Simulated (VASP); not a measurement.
# W (Tungsten) under strain, part 4 of 4

How does the pressure of W (Tungsten) answer to a change of volume? The bands are shown for each cell. All runs use r2SCAN. Left out of this account: at least 1 further run (fields: a reference on another mesh). The start is a cell from a database of measured crystal structures.

VASP 6.6.1; r2SCAN; plane waves and PAW (W).

Still holding for the runs below: Spin-orbit coupling is off here; it can split and shift levels that hold much weight on W by tenths of an eV or more.

So far, pressure (GPa): step 2 (bands, cell as listed) -9.12; step 3 (cell volume +4.0 %) -19.4; step 4 (cell volume +8.0 %) -27.7; step 5 (bands, sheared, principal strains -2.2, +0.8, +1.5 %) -8.93; step 6 (cell volume -4.0 %) 3.56.

The starting crystal is not the ambient structure of W (bcc); it is a model or a phase of other conditions.

### Step 7. Bands, volume times 0.92

The cell is scaled evenly once more. A prediction first. A least-squares parabola for the 4 pressures of evenly scaled cells so far, P = -9.10 -286.2 t +578 t² GPa with t = ln(V/V₁) and V₁ the volume at scale 1, gives 18.79 GPa at t = -0.0834.

INCAR

```
SYSTEM = W
PREC = Accurate
ENCUT = 400
EDIFF = 1E-06
NELM = 100
ISMEAR = -1
SIGMA = 0.05
LREAL = .FALSE.
ALGO = Normal
METAGGA = R2SCAN
LASPH = .TRUE.
NBANDS = 44
LORBIT = 11
LWAVE = .FALSE.
LCHARG = .FALSE.
KPAR = 8
```

POSCAR

```
W
1.0
    4.9436690037      0.0000000000      0.0000000000
    0.0000000000      4.9436690037      0.0000000000
    0.0000000000      0.0000000000      4.9436690037
W
8
Direct
    0.0000000000      0.0000000000      0.0000000000
    0.5000000000      0.5000000000      0.5000000000
    0.0000000000      0.5000000000      0.2500000000
    0.0000000000      0.5000000000      0.7500000000
    0.2500000000      0.0000000000      0.5000000000
    0.7500000000      0.0000000000      0.5000000000
    0.5000000000      0.7500000000      0.0000000000
    0.5000000000      0.2500000000      0.0000000000
```

KPOINTS

```
Automatic mesh
0
Gamma
6 6 6
0 0 0
```

KPOINTS_OPT

```
Line mode
12
Line-mode
Reciprocal
  0.00000000   0.00000000   0.00000000 GAMMA
  0.00000000   0.50000000   0.00000000 X

  0.00000000   0.50000000   0.00000000 X
  0.50000000   0.50000000   0.00000000 M

  0.50000000   0.50000000   0.00000000 M
  0.00000000   0.00000000   0.00000000 GAMMA

  0.00000000   0.00000000   0.00000000 GAMMA
  0.50000000   0.50000000   0.50000000 R

  0.50000000   0.50000000   0.50000000 R
  0.00000000   0.50000000   0.00000000 X

  0.50000000   0.50000000   0.00000000 M
  0.50000000   0.50000000   0.50000000 R
```

PAW data sets: W (PBE family, release 64).

Started as:

```sh
$ mpirun -np 8 vasp_std
```

The program printed:

```text
[... set-up lines as in an earlier step ...]
 entering main loop
       N       E                     dE             d eps       ncg     rms          rms(c)
DAV:   1    -0.155512837819E+03   -0.15551E+03   -0.18422E+04  1784   0.833E+02
DAV:   2    -0.395316186680E+03   -0.23980E+03   -0.21880E+03  2124   0.257E+02
DAV:   3    -0.409964149125E+03   -0.14648E+02   -0.13852E+02  2368   0.517E+01
DAV:   4    -0.410315696702E+03   -0.35155E+00   -0.34803E+00  2192   0.904E+00
DAV:   5    -0.410323163469E+03   -0.74668E-02   -0.74575E-02  2276   0.110E+00    0.549E+01
DAV:   6    -0.411446933968E+03   -0.11238E+01   -0.95965E-01  1948   0.422E+00    0.336E+01
DAV:   7    -0.410644663514E+03    0.80227E+00   -0.27280E+00  2052   0.688E+00    0.465E+00
DAV:   8    -0.410543629945E+03    0.10103E+00   -0.26347E-01  2380   0.318E+00    0.199E+00
DAV:   9    -0.410551998871E+03   -0.83689E-02   -0.27282E-02  2052   0.719E-01    0.436E-01
DAV:  10    -0.410554598727E+03   -0.25999E-02   -0.72453E-03  2040   0.327E-01    0.791E-01
DAV:  11    -0.410554469655E+03    0.12907E-03   -0.11469E-03  1984   0.126E-01    0.173E-01
DAV:  12    -0.410554440329E+03    0.29326E-04   -0.27234E-05  2484   0.265E-02    0.792E-02
DAV:  13    -0.410554426841E+03    0.13487E-04   -0.20590E-05  1984   0.204E-02    0.277E-02
DAV:  14    -0.410554427115E+03   -0.27384E-06   -0.90307E-07  1180   0.441E-03
   1 F= -.41055443E+03 E0= -.41054424E+03  d E =-.203676E-01
 Start KPOINTS_OPT (optional k-point list driver)
k-point batch [1-20\72]
       N       E                     dE             ncg
DAV:   1     0.930719970900E+04   -0.29838E+04     1760
DAV:   2     0.451194042146E+04   -0.47953E+04     2108
DAV:   3     0.421220479858E+04   -0.29974E+03     2320
DAV:   4     0.420560167911E+04   -0.66031E+01     2220
DAV:   5     0.420547376421E+04   -0.12791E+00     2200
DAV:   6     0.420546976004E+04   -0.40042E-02     2308
DAV:   7     0.420546961177E+04   -0.14827E-03     2212
DAV:   8     0.420546960573E+04   -0.60437E-05     1896
DAV:   9     0.420546960546E+04   -0.27084E-06     1428
[...]
k-point batch [61-72\72]
       N       E                     dE             ncg
DAV:   1     0.133469509096E+05   -0.90987E+04     1056
DAV:   2     0.104965955280E+05   -0.28504E+04     1268
DAV:   3     0.103255163943E+05   -0.17108E+03     1396
DAV:   4     0.103207698282E+05   -0.47466E+01     1364
DAV:   5     0.103206497893E+05   -0.12004E+00     1380
DAV:   6     0.103206460856E+05   -0.37037E-02     1500
DAV:   7     0.103206460210E+05   -0.64522E-04     1364
DAV:   8     0.103206460186E+05   -0.24056E-05     1120
DAV:   9     0.103206460185E+05   -0.88028E-07      884
```

Run time: 87 s. Hardware: 8 MPI ranks of Intel Xeon Platinum 8488C (Sapphire Rapids), shared host; peak memory 2.1 GiB; 11 min of CPU time.

OUTCAR, selected parts (step 7):

```text
   ENCUT  =  400.0 eV  29.40 Ry    5.42 a.u.   8.06  8.06  8.06*2*pi/ulx,y,z

   NELECT =      48.0000    total number of electrons

 E-fermi :   8.0231

 k-point     1 :       0.0000    0.0000    0.0000
  band No.  band energies     occupation
    ...
     21       6.2362      2.00000
     22       6.2362      2.00000
     23       7.4385      1.99998
     24       7.4385      1.99998
     25       7.4385      1.99998
     26       9.8189      0.00000
     27       9.8189      0.00000
     28       9.8189      0.00000
     29       9.8738      0.00000
     30       9.8738      0.00000
    ...

  Total       14.5278510     14.5278510     14.5278510      0.0000000     -0.0000000     -0.0000000
  in kB      192.6476889    192.6476889    192.6476889      0.0000000     -0.0000000     -0.0000000
  external PRESSURE =     192.6476889 kB  Pullay stress =       0.0000000 kB

 POSITION                                       TOTAL-FORCE (eV/Angst)
 -----------------------------------------------------------------------------------
      0.00000      0.00000      0.00000         0.000000      0.000000      0.000000
      2.47183      2.47183      2.47183         0.000000      0.000000      0.000000
      0.00000      2.47183      1.23592        -0.000000     -0.000000      0.000000
      0.00000      2.47183      3.70775        -0.000000      0.000000      0.000000
      1.23592      0.00000      2.47183         0.000000     -0.000000     -0.000000
      3.70775      0.00000      2.47183        -0.000000      0.000000     -0.000000
      2.47183      3.70775      0.00000         0.000000      0.000000      0.000000
      2.47183      1.23592      0.00000         0.000000     -0.000000     -0.000000
 -----------------------------------------------------------------------------------
    total drift:                                0.000000     -0.000000      0.000000

  FREE ENERGIE OF THE ION-ELECTRON SYSTEM (eV)
  ---------------------------------------------------
  free  energy   TOTEN  =      -410.5544271151 eV

  energy  without entropy=     -410.5340594881  energy(sigma->0) =     -410.54424330

[... 4 parts as in an earlier step ...]

[... 12 further parts left out ...]
```

This step gave:

| Quantity | Value |
| --- | --- |
| free energy (TOTEN) | -410.5544 eV |
| energy at zero smearing | -410.5442 eV |
| Fermi energy | 8.023 eV |
| pressure | 19.26 GPa |

Electronic bands along the path, in eV, zero at the Fermi level; # counts the bands kept in this run:

```tsv
point	#21	#22	#23	#24	#25	#26	#27	#28
Γ	-1.79	-1.79	-0.58	-0.58	-0.58	1.80	1.80	1.80
0.45 of the way	-1.58	-1.48	-0.68	-0.68	-0.04	0.19	1.47	1.47
X	-1.33	-1.33	-1.09	-1.09	0.58	0.58	0.82	0.82
0.55 of the way	-1.47	-1.20	-0.52	-0.51	0.37	0.38	0.42	1.02
M	-1.48	-1.11	-1.11	0.23	0.23	0.24	0.55	1.11
0.45 of the way	-1.61	-1.44	-0.90	-0.64	0.41	0.63	0.80	1.43
Γ	-1.79	-1.79	-0.58	-0.58	-0.58	1.80	1.80	1.80
0.45 of the way	-1.20	-1.20	-0.91	-0.91	0.96	0.97	0.97	1.50
R	-1.57	-1.57	-1.57	-1.57	1.47	1.47	1.47	1.47
0.45 of the way	-1.49	-1.49	-0.35	-0.35	0.59	0.59	1.48	1.48
X	-1.33	-1.33	-1.09	-1.09	0.58	0.58	0.82	0.82
jump to M	-1.48	-1.11	-1.11	0.23	0.23	0.24	0.55	1.11
0.55 of the way	-1.48	-1.48	-1.30	0.32	0.52	0.69	1.43	1.43
R	-1.57	-1.57	-1.57	-1.57	1.47	1.47	1.47	1.47
```

 The pressure is 19.26 GPa. The parabola predicted 18.79 GPa, -0.48 GPa off.

### Step 8. Bands, atoms displaced by up to 0.06 Å

In the first cell the atoms are moved off their sites at random; since the same shifts repeat in every cell, this is a frozen displacement of whole sublattices.

INCAR is that of step 7.

POSCAR

```
W
1.0
    5.0830000000      0.0000000000      0.0000000000
    0.0000000000      5.0830000000      0.0000000000
    0.0000000000      0.0000000000      5.0830000000
W
8
Direct
   -0.0047470000      0.0015990000      0.0050130000
    0.5061940000      0.5010260000      0.4903670000
    0.0095390000      0.4954150000      0.2507750000
   -0.0032290000      0.4965280000      0.7510970000
    0.2475790000     -0.0013240000      0.5057290000
    0.7529180000     -0.0008130000      0.4953770000
    0.5018490000      0.7479690000      0.0025990000
    0.5044210000      0.2553550000      0.0066280000
```

KPOINTS is that of step 7.

KPOINTS_OPT is that of step 7.

Started as:

```sh
$ mpirun -np 8 vasp_std
```

The program printed:

```text
[... set-up lines as in an earlier step ...]
 entering main loop
       N       E                     dE             d eps       ncg     rms          rms(c)
DAV:   1    -0.171448172472E+03   -0.17145E+03   -0.18130E+04  9936   0.825E+02
DAV:   2    -0.395939997837E+03   -0.22449E+03   -0.20457E+03 11700   0.245E+02
DAV:   3    -0.410640653819E+03   -0.14701E+02   -0.13740E+02 13404   0.501E+01
DAV:   4    -0.411044713262E+03   -0.40406E+00   -0.39957E+00 12828   0.940E+00
DAV:   5    -0.411054894776E+03   -0.10182E-01   -0.10164E-01 12992   0.125E+00    0.479E+01
DAV:   6    -0.411649277010E+03   -0.59438E+00   -0.12140E+00 10824   0.452E+00    0.286E+01
DAV:   7    -0.410868558079E+03    0.78072E+00   -0.36648E+00 12528   0.819E+00    0.534E+00
DAV:   8    -0.410697224982E+03    0.17133E+00   -0.43153E-01 13540   0.405E+00    0.242E+00
DAV:   9    -0.410712124712E+03   -0.14900E-01   -0.44696E-02 11968   0.969E-01    0.728E-01
DAV:  10    -0.410717141699E+03   -0.50170E-02   -0.16735E-02 11564   0.502E-01    0.130E+00
DAV:  11    -0.410715741145E+03    0.14006E-02   -0.47502E-03 11288   0.272E-01    0.265E-01
DAV:  12    -0.410715747027E+03   -0.58816E-05   -0.19500E-04 13792   0.777E-02    0.167E-01
DAV:  13    -0.410715712613E+03    0.34414E-04   -0.41071E-05 12380   0.322E-02    0.666E-02
DAV:  14    -0.410715706878E+03    0.57348E-05   -0.23905E-05 13060   0.242E-02    0.161E-02
DAV:  15    -0.410715707058E+03   -0.17998E-06   -0.26393E-06  8920   0.936E-03
   1 F= -.41071571E+03 E0= -.41070402E+03  d E =-.233765E-01
 Start KPOINTS_OPT (optional k-point list driver)
k-point batch [1-72\72]
       N       E                     dE             ncg
DAV:   1     0.351395608669E+05   -0.28913E+05     6344
DAV:   2     0.188850043514E+05   -0.16255E+05     7608
DAV:   3     0.178148886664E+05   -0.10701E+04     8444
DAV:   4     0.177857231410E+05   -0.29166E+02     8436
DAV:   5     0.177849742255E+05   -0.74892E+00     8268
DAV:   6     0.177849468174E+05   -0.27408E-01     8744
DAV:   7     0.177849460841E+05   -0.73330E-03     8204
DAV:   8     0.177849460545E+05   -0.29606E-04     7268
DAV:   9     0.177849460529E+05   -0.15605E-05     5452
DAV:  10     0.177849460527E+05   -0.20698E-06     4972
```

It took 5.2 min on 8 MPI ranks; peak memory 5.1 GiB; 41 min of CPU time.

OUTCAR, selected parts (step 8):

```text
   NELECT =      48.0000    total number of electrons

 E-fermi :   7.1025

 k-point     1 :       0.0000    0.0000    0.0000
  band No.  band energies     occupation
    ...
     21       5.4969      2.00000
     22       5.5136      2.00000
     23       6.6065      1.99990
     24       6.6214      1.99987
     25       6.6586      1.99972
     26       8.6150      0.00000
     27       8.6760      0.00000
     28       8.7021      0.00000
     29       8.7746      0.00000
     30       8.7922      0.00000
    ...

  Total       -7.1904229     -7.1093569     -7.0864471      0.0355277     -0.0674826      0.0427011
  in kB      -87.7212254    -86.7322411    -86.4527477      0.4334282     -0.8232698      0.5209418
  external PRESSURE =     -86.9687381 kB  Pullay stress =       0.0000000 kB

 POSITION                                       TOTAL-FORCE (eV/Angst)
 -----------------------------------------------------------------------------------
      5.05887      0.00813      0.02548         0.649113     -0.330789     -0.413698
      2.57298      2.54672      2.49254        -0.342099     -0.141016      1.132052
      0.04849      2.51819      1.27469        -0.348294      0.323886      0.008744
      5.06659      2.52385      3.81783         0.391749      0.234053     -0.070130
      1.25844      5.07627      2.57062         0.458992      0.014017     -0.098736
      3.82708      5.07887      2.51800        -0.402769     -0.014546      0.444942
      2.55090      3.80193      0.01321        -0.124440      0.582929     -0.386323
      2.56397      1.29797      0.03369        -0.282254     -0.668534     -0.616850
 -----------------------------------------------------------------------------------
    total drift:                               -0.000067     -0.000181      0.000277

  FREE ENERGIE OF THE ION-ELECTRON SYSTEM (eV)
  ---------------------------------------------------
  free  energy   TOTEN  =      -410.7157070583 eV

  energy  without entropy=     -410.6923305259  energy(sigma->0) =     -410.70401879

[... 5 parts as in an earlier step ...]

[... 12 further parts left out ...]
```

This step gave:

```yaml
scf_cycles: 15
irreducible_k_points: 112
symmetry_operations: 1
free_energy_toten: -410.7157 eV
energy_at_zero_smearing: -410.7040 eV
fermi_energy: 7.103 eV
pressure: -8.697 GPa
```

The electronic bands at the labelled points (eV, zero at the Fermi level; # counts the bands kept in this run):

```tsv
point	#21	#22	#23	#24	#25	#26	#27	#28
Γ	-1.61	-1.59	-0.50	-0.48	-0.44	1.51	1.57	1.60
0.45 of the way	-1.44	-1.42	-0.65	-0.57	0.03	0.19	1.36	1.39
X	-1.26	-1.21	-1.09	-0.85	0.48	0.64	0.67	0.83
0.55 of the way	-1.21	-0.99	-0.56	-0.41	0.17	0.37	0.48	0.78
M	-1.21	-0.95	-0.92	0.09	0.13	0.30	0.58	0.84
0.55 of the way	-1.34	-1.19	-1.06	-0.72	0.47	0.66	1.02	1.17
Γ	-1.61	-1.59	-0.50	-0.48	-0.44	1.51	1.57	1.60
0.45 of the way	-1.13	-1.09	-0.90	-0.87	0.77	0.89	1.00	1.39
R	-1.61	-1.55	-1.51	-1.48	1.16	1.23	1.27	1.39
0.45 of the way	-1.38	-1.26	-0.46	-0.44	0.52	0.55	1.23	1.49
X	-1.26	-1.21	-1.09	-0.85	0.48	0.64	0.67	0.83
jump to M	-1.21	-0.95	-0.92	0.09	0.13	0.30	0.58	0.84
0.45 of the way	-1.40	-1.39	-1.24	0.33	0.47	0.59	0.96	1.00
R	-1.61	-1.55	-1.51	-1.48	1.16	1.23	1.27	1.39
```

Force by atom:

```tsv
atom	x (eV/Å)	y (eV/Å)	z (eV/Å)	size
W1	0.65	-0.33	-0.41	0.84
W2	-0.34	-0.14	1.13	1.19
W3	-0.35	0.32	0.01	0.48
W4	0.39	0.23	-0.07	0.46
W5	0.46	0.01	-0.10	0.47
W6	-0.40	-0.01	0.44	0.60
W7	-0.12	0.58	-0.39	0.71
W8	-0.28	-0.67	-0.62	0.95
```

 The pressure is -8.70 GPa, and the symmetry operations fall from 48 to 1.

### Step 9. Side by side

| cell | mesh | pressure (GPa) | gap (eV) |
| --- | --- | --- | --- |
| cell as listed | 6×6×6 | -9.12 | none |
| volume times 1.04 | 6×6×6 | -19.40 | none |
| volume times 1.08 | 6×6×6 | -27.71 | none |
| sheared, principal strains -2.2, +0.8, +1.5 % | 6×6×6 | -8.93 | none |
| volume times 0.96 | 6×6×6 | 3.56 | none |
| volume times 0.92 | 6×6×6 | 19.26 | none |
| atoms displaced by up to 0.06 Å | 6×6×6 | -8.70 | none |

### Step 10. Outcome

```json
{"pressure, cell as listed": "-9.12 GPa", "pressure, volume times 1.04": "-19.4 GPa", "pressure, volume times 1.08": "-27.7 GPa", "pressure, sheared, principal strains -2.2, +0.8, +1.5 %": "-8.93 GPa", "pressure, volume times 0.96": "3.56 GPa", "pressure, volume times 0.92": "19.3 GPa", "pressure, atoms displaced by up to 0.06 Å": "-8.70 GPa", "bulk modulus at the listed volume, shape and positions held": "288 GPa"}
```

The slope of pressure against ln V at the listed volume gives a bulk modulus of 288 GPa at fixed shape and positions (not that of equilibrium, since the cell bears -9.1 GPa there). Spin-orbit coupling is left out, and with elements this heavy it would split and shift bands near the Fermi level.

[Lines on the potential files, build, host, timing and source positions are cut from VASP's logs without a mark.]

[Logs are printed without paths, hosts, clocks, repeated set-up lines and the standing remarks that a program may print on its own settings, such as how far it seeks lower states.]

[Hosts, paths, dates, database ids (printed as entryN), source tags and the programs' standing remarks are cut or masked in the printed files.]

[A measured line is paired with the nearest computed mode of its activity, which favours agreement.]

[In band tables of VASP the shares of atoms and orbitals are scaled to a sum of 1 inside the atoms' spheres.]
